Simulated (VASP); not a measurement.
OSZICAR of a VASP run on Na (bcc):

File OSZICAR:
```
       N       E                     dE             d eps       ncg     rms          rms(c)
DAV:   1     0.179932793610E+02    0.17993E+02   -0.35254E+03  1491   0.682E+02
DAV:   2    -0.101787051545E+01   -0.19011E+02   -0.19000E+02  1519   0.133E+02
DAV:   3    -0.139690679618E+01   -0.37904E+00   -0.37904E+00  1897   0.265E+01
DAV:   4    -0.140034163090E+01   -0.34348E-02   -0.34348E-02  1813   0.221E+00
DAV:   5    -0.140037874091E+01   -0.37110E-04   -0.37110E-04  1820   0.190E-01    0.234E-01
RMM:   6    -0.139884756764E+01    0.15312E-02   -0.21601E-03  1495   0.856E-01    0.143E-01
RMM:   7    -0.139840348453E+01    0.44408E-03   -0.19119E-03  1495   0.705E-01    0.457E-02
RMM:   8    -0.139836465719E+01    0.38827E-04   -0.35047E-04  1452   0.478E-01    0.343E-03
RMM:   9    -0.139837279867E+01   -0.81415E-05   -0.81462E-05  1528   0.153E-01
   1 F= -.13983728E+01 E0= -.13981457E+01  d E =-.139837E+01
```

Q: Which electronic solver shows in the log?

A: It is blocked Davidson (ALGO = Normal, or the opening steps of other solvers) and then RMM-DIIS (ALGO = Fast or VeryFast). The INCAR had ALGO = Fast.

Q: Can the final energy be trusted as converged?

A: The run converged. It stopped with EDIFF = 1E-5, NELM = 100, NSW = 20 and EDIFFG = -0.03 after 1 ionic step (PBEsol GGA, plane waves, VASP's PBE PAW potentials (set 64)).

The compound is Na in the bcc structure. It was relaxed first, which changed the volume by -7 %.
